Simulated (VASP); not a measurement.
An input for Ansatz (written as the equivalent of a VASP run, and not itself run):

Ansatz 0.2 input:
```yaml
crystal:
  lattice:
    - [0.0000000, 1.9019839, 1.9019839]
    - [1.9019839, 0.0000000, 1.9019839]
    - [1.9019839, 1.9019839, 0.0000000]
  atoms:
    - { symbol: Rh, position: [0.0000000, 0.0000000, 0.0000000] }
kpoints:
  mp_grid: { grid: [16, 16, 16] }
hamiltonian:
  xc: pbe
  pseudopotentials: { kind: paw }
scf:
  occupations: { method: methfessel_paxton, width: 0.1 }
  max_iter: 100
output: { forces: true, stress: true, eigenvalues: true }
```

**Question.** Translate this input to VASP (INCAR, KPOINTS, POSCAR, choice of POTCAR).

**Answer.** One answer among several that fit: 
POSCAR:
```
Rh
2.6898110
  0.0000000000   0.7071068939   0.7071068939
  0.7071068939   0.0000000000   0.7071068939
  0.7071068939   0.7071068939   0.0000000000
Rh
1
direct
  0.0000000000   0.0000000000   0.0000000000
```

INCAR:
```
SYSTEM = Rh
PREC = Accurate
ENCUT = 480
EDIFF = 1E-7
NELM = 100
ALGO = Normal
LREAL = .FALSE.
LASPH = .TRUE.
ISMEAR = 1
SIGMA = 0.1
GGA = PE
LMAXMIX = 4
LWAVE = .FALSE.
LCHARG = .FALSE.
ISIF = 2
```

**KPOINTS**
```
Automatic mesh
0
Gamma
16 16 16
0 0 0
```

POTCAR, in this order: Rh_pv (PBE.64 set). Program: vasp_std.

The two are equivalent in intent, not identical: each code has its own PAW files, so the cut-off isn't converted (ENCUT is set for VASP's; basis.ecutwfc is left out, and Ansatz then takes the one that its files recommend); Ansatz stops its SCF on the density residual and VASP on the energy change (EDIFF).

The compound is Rh in the fcc structure. This cell was strained or had an atom moved on purpose.
